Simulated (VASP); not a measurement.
# Band edges against the vacuum: GaP(110), part 3 of 3

Aim: ionisation energy and electron affinity of GaP(110), from a slab and a bulk run lined up through core potentials.

VASP 6.6.1; r2SCAN; plane waves and PAW (Ga, P).

So far, gap on the k-mesh (eV): step 3 (band edges of the bulk) 1.90.

## Step 5: Potential and states of the slab

A static run writes the electrostatic potential without exchange and correlation (LVHAR), which is flat in the vacuum and gives the level to count from. The dipole correction cancels the field that unlike faces would set up across the vacuum.

Contents of INCAR:

```
SYSTEM = GaP
PREC = Normal
ENCUT = 320
EDIFF = 1E-06
NELM = 120
ISMEAR = 0
SIGMA = 0.03
LREAL = Auto
ALGO = Normal
METAGGA = R2SCAN
LASPH = .TRUE.
NBANDS = 54
LORBIT = 11
LWAVE = .FALSE.
LCHARG = .TRUE.
KPAR = 2
IDIPOL = 3
LDIPOL = .TRUE.
DIPOL = 0.5 0.5 0.5
LVHAR = .TRUE.
LVACPOTAV = .TRUE.
NEDOS = 1500
```

Contents of POSCAR:

```
GaP
1.0
    3.8657018855      0.0000000000      0.0000000000
    0.0000000000      5.4669280346      0.0000000000
    0.0000000000      0.0000000000     31.4628075421
Ga P
9 9
Direct
    0.0000000000      0.0585628797      0.2673370222
    0.5000000000      0.4861181242      0.3127330715
    0.0000000000      0.9903348066      0.3776898177
    0.5000000000      0.4894369657      0.4380483192
    0.0000000000      0.9913144723      0.5000000000
    0.5000000000      0.4894369657      0.5619516808
    0.0000000000      0.9903348066      0.6223101823
    0.5000000000      0.4861181242      0.6872669285
    0.0000000000      0.0585628797      0.7326629778
    0.0000000000      0.7370527021      0.3158893279
    0.5000000000      0.2652499989      0.2475962845
    0.0000000000      0.7395639189      0.4387456294
    0.5000000000      0.2424421664      0.3762339281
    0.0000000000      0.7395639189      0.5612543706
    0.5000000000      0.2411624028      0.5000000000
    0.0000000000      0.7370527021      0.6841106721
    0.5000000000      0.2424421664      0.6237660719
    0.5000000000      0.2652499989      0.7524037155
```

Contents of KPOINTS:

```
Automatic mesh
0
Gamma
6 5 1
0 0 0
```

Contents of KPOINTS_OPT:

```
Line mode
14
Line-mode
Reciprocal
  0.00000000   0.00000000   0.00000000 GAMMA
  0.50000000   0.00000000   0.00000000 X

  0.50000000   0.00000000   0.00000000 X
  0.50000000   0.50000000   0.00000000 S

  0.50000000   0.50000000   0.00000000 S
  0.00000000   0.50000000   0.00000000 Y

  0.00000000   0.50000000   0.00000000 Y
  0.00000000   0.00000000   0.00000000 GAMMA

  0.00000000   0.00000000   0.00000000 GAMMA
  0.50000000   0.50000000   0.00000000 S
```

Potentials, in the order of the species: Ga and P (PBE family, release 64).

Started as:

```bash
$ mpirun -np 4 vasp_std
```

The log of the run:

```text
[banner, memory and clock lines left out]
running    4 mpi-ranks, on    1 nodes
 distrk:  each k-point on    2 cores,    2 groups
 distr:  one band on    1 cores,    2 groups

 POSCAR found type information on POSCAR GaP
 POSCAR found :  2 types and      18 ions
 [... a notice as in an earlier step ...]

 LDA part: xc-table for (None), standard interpolation
 POSCAR, INCAR and KPOINTS ok, starting setup
 FFT: planning ... GRIDC
 FFT: planning ... GRID_SOFT
 FFT: planning ... GRID
 WAVECAR not read
 entering main loop
       N       E                     dE             d eps       ncg     rms          rms(c)
DAV:   1     0.179077165024E+03    0.17908E+03   -0.19656E+04  1296   0.712E+02
DAV:   2    -0.167842473247E+03   -0.34692E+03   -0.33462E+03  1750   0.160E+02
DAV:   3    -0.200150685884E+03   -0.32308E+02   -0.31895E+02  1552   0.505E+01
DAV:   4    -0.201335228539E+03   -0.11845E+01   -0.11810E+01  1824   0.110E+01
DAV:   5    -0.201371683232E+03   -0.36455E-01   -0.36434E-01  1736   0.182E+00    0.162E+01
DAV:   6    -0.190646116646E+03    0.10726E+02   -0.37734E+00  1464   0.607E+00    0.113E+01
DAV:   7    -0.190662947106E+03   -0.16830E-01   -0.36842E+00  1624   0.514E+00    0.201E+00
DAV:   8    -0.190551054306E+03    0.11189E+00   -0.61229E-01  1498   0.231E+00    0.141E+00
DAV:   9    -0.190560716396E+03   -0.96621E-02   -0.45625E-02  1600   0.650E-01    0.407E-01
DAV:  10    -0.190561712553E+03   -0.99616E-03   -0.54850E-03  1624   0.227E-01    0.244E-01
DAV:  11    -0.190565311569E+03   -0.35990E-02   -0.22839E-03  1522   0.160E-01    0.119E-01
DAV:  12    -0.190566026409E+03   -0.71484E-03   -0.22493E-04  1688   0.508E-02    0.550E-02
DAV:  13    -0.190567214767E+03   -0.11884E-02   -0.29518E-04  1568   0.549E-02    0.244E-02
DAV:  14    -0.190567998485E+03   -0.78372E-03   -0.24850E-04  1608   0.464E-02    0.300E-02
DAV:  15    -0.190568163794E+03   -0.16531E-03   -0.13790E-05  1704   0.133E-02    0.274E-02
DAV:  16    -0.190568548489E+03   -0.38470E-03   -0.61716E-05  1584   0.230E-02    0.889E-03
DAV:  17    -0.190568710471E+03   -0.16198E-03   -0.42458E-05  1616   0.187E-02    0.139E-02
DAV:  18    -0.190568736726E+03   -0.26256E-04   -0.32686E-06  1376   0.754E-03    0.469E-03
DAV:  19    -0.190568790137E+03   -0.53411E-04   -0.13478E-05  1576   0.122E-02    0.643E-03
DAV:  20    -0.190568807248E+03   -0.17111E-04   -0.12895E-06  1248   0.559E-03    0.456E-03
DAV:  21    -0.190568828909E+03   -0.21661E-04   -0.24235E-06  1232   0.633E-03    0.190E-03
DAV:  22    -0.190568852845E+03   -0.23936E-04   -0.19235E-06  1288   0.534E-03    0.273E-03
DAV:  23    -0.190568857801E+03   -0.49566E-05   -0.47713E-07  1072   0.350E-03    0.226E-03
DAV:  24    -0.190568873446E+03   -0.15645E-04   -0.14817E-06  1202   0.596E-03    0.597E-04
DAV:  25    -0.190568870082E+03    0.33644E-05   -0.35308E-07  1112   0.324E-03    0.102E-03
DAV:  26    -0.190568874674E+03   -0.45922E-05   -0.19864E-07  1044   0.264E-03    0.634E-04
DAV:  27    -0.190568876136E+03   -0.14621E-05   -0.27038E-07  1044   0.274E-03    0.434E-04
DAV:  28    -0.190568873357E+03    0.27790E-05   -0.11807E-07  1048   0.199E-03    0.219E-04
DAV:  29    -0.190568882437E+03   -0.90797E-05   -0.28128E-07   996   0.330E-03    0.372E-04
DAV:  30    -0.190568868927E+03    0.13510E-04   -0.72847E-07  1060   0.536E-03    0.217E-04
DAV:  31    -0.190568874077E+03   -0.51502E-05   -0.19953E-07  1028   0.268E-03    0.112E-04
DAV:  32    -0.190568876159E+03   -0.20815E-05   -0.76017E-08   940   0.177E-03    0.909E-05
DAV:  33    -0.190568878706E+03   -0.25472E-05   -0.64707E-08   916   0.160E-03    0.158E-04
DAV:  34    -0.190568870221E+03    0.84851E-05   -0.30139E-07   976   0.352E-03    0.199E-04
DAV:  35    -0.190568872834E+03   -0.26136E-05   -0.13060E-07   972   0.215E-03    0.136E-04
DAV:  36    -0.190568873366E+03   -0.53151E-06   -0.36372E-08   876   0.112E-03
|                                                                             |
|           W    W    AA    RRRRR   N    N  II  N    N   GGGG   !!!           |
|           W    W   A  A   R    R  NN   N  II  NN   N  G    G  !!!           |
|           W    W  A    A  R    R  N N  N  II  N N  N  G       !!!           |
|           W WW W  AAAAAA  RRRRR   N  N N  II  N  N N  G  GGG   !            |
|           WW  WW  A    A  R   R   N   NN  II  N   NN  G    G                |
|           W    W  A    A  R    R  N    N  II  N    N   GGGG   !!!           |
|                                                                             |
|     Did not find any points to average over, which means that no vacuum     |
|     field-free region was found. Please increase the size of  your cell     |
|     in the dimension of the dipole correction to obtain accurate            |
|     workfunction values.                                                    |
|                                                                             |

   1 F= -.19056887E+03 E0= -.19056887E+03  d E =-.111079E-11
 Start KPOINTS_OPT (optional k-point list driver)
k-point batch [1-12\70]
       N       E                     dE             ncg
DAV:   1    -0.523878052470E+03   -0.76080E+04     1296
DAV:   2    -0.467336980509E+04   -0.41495E+04     1696
DAV:   3    -0.507016931574E+04   -0.39680E+03     1576
DAV:   4    -0.508430820226E+04   -0.14139E+02     1840
DAV:   5    -0.508462797166E+04   -0.31977E+00     1712
DAV:   6    -0.508464301158E+04   -0.15040E-01     1872
DAV:   7    -0.508464366683E+04   -0.65525E-03     1736
DAV:   8    -0.508464370688E+04   -0.40052E-04     1752
DAV:   9    -0.508464370923E+04   -0.23442E-05     1328
DAV:  10    -0.508464370941E+04   -0.18731E-06     1104
[...]
k-point batch [61-70\70]
       N       E                     dE             ncg
DAV:   1    -0.403244221081E+03   -0.12975E+05     1080
DAV:   2    -0.378532995171E+04   -0.33821E+04     1470
DAV:   3    -0.407886262759E+04   -0.29353E+03     1296
DAV:   4    -0.408822792503E+04   -0.93653E+01     1520
DAV:   5    -0.408849322013E+04   -0.26530E+00     1424
DAV:   6    -0.408850755374E+04   -0.14334E-01     1560
DAV:   7    -0.408850815379E+04   -0.60005E-03     1448
DAV:   8    -0.408850818786E+04   -0.34069E-04     1488
DAV:   9    -0.408850818949E+04   -0.16299E-05     1144
DAV:  10    -0.408850818964E+04   -0.15215E-06      984
```

It took 5 min on 4 MPI ranks of AMD EPYC 9R45, shared host; peak memory 1.1 GiB; 20 min of CPU time.

From OUTCAR (step 5):

```text
   NELECT =      72.0000    total number of electrons

 dipolmoment           0.000000      0.000000      0.000000 electrons x Angstroem

 E-fermi :  -0.6902

 k-point     1 :       0.0000    0.0000    0.0000
  band No.  band energies     occupation
    ...
     32      -1.1563      2.00000
     33      -1.0573      2.00000
     34      -0.9717      2.00000
     35      -0.9258      2.00000
     36      -0.8246      2.00000
     37       1.2298      0.00000
     38       1.3871      0.00000
     39       1.3966      0.00000
     40       1.7006      0.00000
     41       1.7639      0.00000
    ...

  Total       -2.6783562     -1.3218647     -0.6893314      0.0000000      0.0000000      0.0000000
  in kB       -6.4537141     -3.1851391     -1.6609993      0.0000000      0.0000000      0.0000000
  external PRESSURE =      -3.7666175 kB  Pullay stress =       0.0000000 kB

 POSITION                                       TOTAL-FORCE (eV/Angst)
 -----------------------------------------------------------------------------------
      0.00000      0.32016      8.41117        -0.000000      0.015243     -0.022181
      1.93285      2.65757      9.83946         0.000000      0.023778      0.015201
      0.00000      5.41409     11.88318         0.000000      0.001500      0.003333
      1.93285      2.67572     13.78223         0.000000     -0.011863      0.009211
      0.00000      5.41944     15.73140         0.000000     -0.008987      0.000000
      1.93285      2.67572     17.68058         0.000000     -0.011863     -0.009211
      0.00000      5.41409     19.57963         0.000000      0.001500     -0.003333
      1.93285      2.65757     21.62335         0.000000      0.023778     -0.015201
      0.00000      0.32016     23.05163        -0.000000      0.015243      0.022181
      0.00000      4.02941      9.93877        -0.000000     -0.000426     -0.007492
      1.93285      1.45010      7.79007         0.000000     -0.010711      0.022297
      0.00000      4.04314     13.80417         0.000000      0.001643      0.001387
      1.93285      1.32541     11.83738         0.000000     -0.026993     -0.003499
      0.00000      4.04314     17.65864         0.000000      0.001643     -0.001387
      1.93285      1.31842     15.73140         0.000000      0.024644      0.000000
      0.00000      4.02941     21.52404        -0.000000     -0.000426      0.007492
      1.93285      1.32541     19.62543         0.000000     -0.026993      0.003499
      1.93285      1.45010     23.67273         0.000000     -0.010711     -0.022297
 -----------------------------------------------------------------------------------
    total drift:                               -0.000000      0.165595      0.000000

  FREE ENERGIE OF THE ION-ELECTRON SYSTEM (eV)
  ---------------------------------------------------
  free  energy   TOTEN  =      -190.5688733658 eV

  energy  without entropy=     -190.5688733658  energy(sigma->0) =     -190.56887337

 vacuum level on the upper side and lower side of the slab         4.743         4.743

[... 7 parts as in an earlier step ...]

[... 10 further parts left out ...]
```

Numbers from this step:

| Item | Value |
| --- | --- |
| electronic cycles | 36 |
| Fermi energy | -0.6902 eV |
| least gap on mesh and path | 1.379 eV |
| least direct gap on mesh and path | 2.054 eV |
| vacuum levels | 4.743, 4.743 eV |
| ionisation potentials of the upper and lower face | 5.568, 5.568 eV |
| electron affinities of the upper and lower face | 4.189, 4.189 eV |

The electronic bands at the labelled points (eV, zero at the valence-band top; v1 is the highest filled band, c1 the lowest empty one):

```csv
point,v4,v3,v2,v1,c1,c2,c3,c4
Γ,-0.23,-0.15,-0.10,0.00,2.05,2.21,2.22,2.53
0.46 of the way,-1.24,-1.05,-0.76,-0.43,2.27,2.45,2.81,2.89
X,-1.70,-1.47,-0.94,-0.80,1.38,1.44,2.21,2.35
0.54 of the way,-1.48,-1.40,-0.83,-0.72,1.86,1.97,2.84,2.87
S,-1.27,-1.21,-0.78,-0.64,1.80,2.20,2.54,3.31
0.46 of the way,-1.12,-1.10,-0.68,-0.65,2.52,2.63,3.24,3.50
Y,-1.09,-1.05,-0.73,-0.73,1.96,2.02,2.26,2.66
0.46 of the way,-0.67,-0.66,-0.45,-0.44,2.04,2.25,2.50,2.63
Γ,-0.23,-0.15,-0.10,0.00,2.05,2.21,2.22,2.53
0.54 of the way,-1.13,-0.95,-0.66,-0.54,2.20,2.34,2.90,3.03
S,-1.27,-1.21,-0.78,-0.64,1.80,2.20,2.54,3.31
```

Of the projections kept (Ga, P), the largest for each band there; the rest of the weight can lie on other orbitals:

| point | v4 | v3 | v2 | v1 | c1 | c2 | c3 | c4 |
| --- | --- | --- | --- | --- | --- | --- | --- | --- |
| Γ | P 0.69 | P 0.65 | P 0.63 | P 0.65 | Ga 0.77 | Ga 0.73 | Ga 0.59 | Ga 0.63 |
| X | P 0.54 | P 0.53 | P 0.67 | P 0.66 | Ga 0.86 | Ga 0.88 | Ga 0.76 | Ga 0.77 |
| S | P 0.57 | P 0.55 | P 0.65 | P 0.68 | Ga 0.78 | Ga 0.77 | Ga 0.61 | Ga 0.69 |
| Y | P 0.53 | P 0.54 | P 0.63 | P 0.63 | Ga 0.78 | Ga 0.84 | Ga 0.65 | Ga 0.61 |
| Γ | P 0.69 | P 0.65 | P 0.63 | P 0.65 | Ga 0.77 | Ga 0.73 | Ga 0.59 | Ga 0.63 |
| S | P 0.57 | P 0.55 | P 0.65 | P 0.68 | Ga 0.78 | Ga 0.77 | Ga 0.61 | Ga 0.69 |

The planar average of the electrostatic potential oscillates, so the rows of the table below give means over windows of 1.91 Å about each position, cut where the curve ends. Its maxima inside the range that stand out by 2 % of the span (Å: eV): 8.7: -0.318, 10.9: 0.356, 12.8: -0.0376, 14.7: 0.0529, 16.7: 0.0529, 18.7: -0.0376, 20.6: 0.356, 22.8: -0.318. Its minima: 7.9: -5.78, 10.0: -6.10, 11.8: -5.73, 13.8: -5.77, 15.7: -5.74, 17.6: -5.77, 19.7: -5.73, 21.5: -6.10, 23.6: -5.78.

Zero at the Fermi level. Planar average of the electrostatic potential against height; means over each step:

```csv
height (Å),planar average of the electrostatic potential (eV)
0.95,5.43
2.86,5.43
4.77,5.42
6.68,2.92
8.59,-2.89
10.50,-3.21
12.41,-3.08
14.32,-3.14
16.23,-3.13
18.14,-3.13
20.05,-3.05
21.96,-3.62
23.87,-1.30
25.78,5.27
27.69,5.43
29.60,5.43
```

Density of states in the PAW spheres, an atom over height of the layer and energy from the Fermi level.

Ten even steps from '_' (0.00 states/eV) to '@' (0.76 states/eV), each cell a mean:
```
____________________________
____________________________
............................
@@==::----..::::::::--::==@@
**--::--==------------::--**
**--======++++++++======--**
**==##++**++++++++++++##==**
==++++++**++******++++++++==
----++==**++++==++++==++----
::--====================--::
::----==--============----::
..::--------------------::..
..::..........__........::..
__::....__..............::__
..::....__..............::..
..--......::............--..
..++++::::==::..::--::++++..
::**##--::**========--##**::
..==##::--@@%%%%%%**::##==..
__________..________________
____________________________
____________________________
```
Columns: height of the layer (Å) from 7.8 to 23.7 (not evenly spaced); rows upwards: energy from the Fermi level (eV) from -7.9 to 0.5.

Valence density in the cb plane at fractional x = 0.000, with atoms of Ga and P within 0.2 Å of it. It is the smooth field of the valence electrons, not physical close to the nuclei.

Ten even steps from '0' (-0.20 e/Å³) to '9' (0.76 e/Å³), each cell a mean:
```
22222222222222222222233346655554223555555532
22222222222222222222223467998865435688887643
22222222222222222222223458968975445798699654
22222222222222222222222358704974334695069643
22222222222222222222222347735853223576477432
22222222222222222222222235788643222468875322
22222222222222222222222223565432222345654222
22222222222222222222222222333322222233332222
22222222222222222222222222222222222222222222
22222222222222222222222222222222222222222222
22222222222222222222233332222222222222222222
22222222222222222222334433222223333222222233
22222222222222222222344333322233443322222334
22222222222222222222343123332334334332223343
22222222222222222222333234433343223433334431
```
Columns run along c (16.0 Å, from fractional 0.00 to 0.51 of the cell), rows up along b (5.5 Å). Atoms in or near the plane, at fractional coordinates: Ga at (0.27, 0.06), Ga at (0.38, 0.99), Ga at (0.50, 0.99), P at (0.32, 0.74), P at (0.44, 0.74).

Electrostatic potential energy in the cb plane at fractional x = 0.000, with atoms of Ga and P within 0.2 Å of it. With pseudopotentials it is smooth inside the atoms' cores, unlike the true potential.

Ten even steps from '0' (-45 eV) to '9' (5 eV), each cell a mean:
```
99999999999999999999865666888866997688888689
99999999999999999999987677645776666775367666
99999999999999999999999886100477667740005876
99999999999999999999999985000178988720004898
99999999999999999999999985000279999830005899
99999999999999999999999997423689999873247999
99999999999999999999999999878899999988889999
99999999999999999999999999999999999999999999
99999999999999999999999999999999999999999999
99999999999999999999999999999999999999999999
99999999999999999999998889999999999999999999
99999999999999999999986667899999889999999988
99999999999999999999866866899987667899999866
99999999999999999999759996799976776789998668
99999999999999999999759986799867997689998689
```
Columns run along c (16.0 Å, from fractional 0.00 to 0.51 of the cell; values clipped at the 3rd and 97th percentile), rows up along b (5.5 Å). Atoms in or near the plane, at fractional coordinates: Ga at (0.27, 0.06), Ga at (0.38, 0.99), Ga at (0.50, 0.99), P at (0.32, 0.74), P at (0.44, 0.74).

The map of layer states is cut here 0.5 eV above the Fermi level, so it leaves out the states above that.

The vacuum level lies 5.57 eV above the highest filled level at the upper face; both faces agree, as the slab has next to no dipole.

The program found no field-free point at its default tolerance, but its printed level agrees with the flat part of the planar average.

## Step 6: Lining up bulk and slab

This step: band edges against the vacuum, r2SCAN; plane waves and PAW (VASP 6.6.1).

No new run; the numbers come from the runs before.

This step gave:

```yaml
ionisation_energy: 5.555 eV
offset_spread: 0.01750 eV
bulk_gap: 1.903 eV
slab_gap: 1.379 eV
electron_affinity: 3.652 eV
buckling: 0.6211 Å
tilt: 28.80 degree
surface_energy_relaxed: 0.9172 J/m²
```

The averaged core potentials of the four middle atoms lie -3.850 eV from those of the bulk run. The bulk valence top (3.038 eV), moved by that offset, is taken from the upper vacuum level (4.743 eV).

## Step 7: Results

```yaml
ionisation_energy: 5.56 eV
electron_affinity: 3.65 eV
buckling: 0.621 Å
surface_energy_relaxed: 0.917 J/m²
```

What this shows: The bulk valence-band top lies 5.56 eV below the vacuum of GaP(110), and the conduction-band bottom 3.65 eV. The top layer buckles by 0.62 Å, a tilt of 29°, with P outermost, as the anion takes the dangling-bond electrons and the cation flattens towards sp². The surface costs 0.92 J/m². The slab's least gap is 1.38 eV, against 1.90 eV in the bulk. Confinement widens it, surface states can narrow it, and the two gaps need not lie at the same wave vector; the faces' own affinities count to the slab's lowest empty state. The offsets of the four middle atoms spread by 0.02 eV; a shift common to all four would not show in it. The bulk edges are read on a mesh, so a band minimum between its points makes the gap too large and the affinity too small. One thickness was run. Semilocal band edges put the valence top too high and the gap too small. Spin-orbit coupling, left out here, would raise the valence top further.

[Lines on the potential files, build, host, timing and source positions are cut from VASP's logs without a mark.]

[Logs are printed without paths, hosts, clocks, repeated set-up lines and the standing remarks that a program may print on its own settings, such as how far it seeks lower states.]

[Hosts, paths, dates, database ids (printed as entryN), source tags and the programs' standing remarks are cut or masked in the printed files.]

[Runs that stopped without an error message from VASP are left out.]
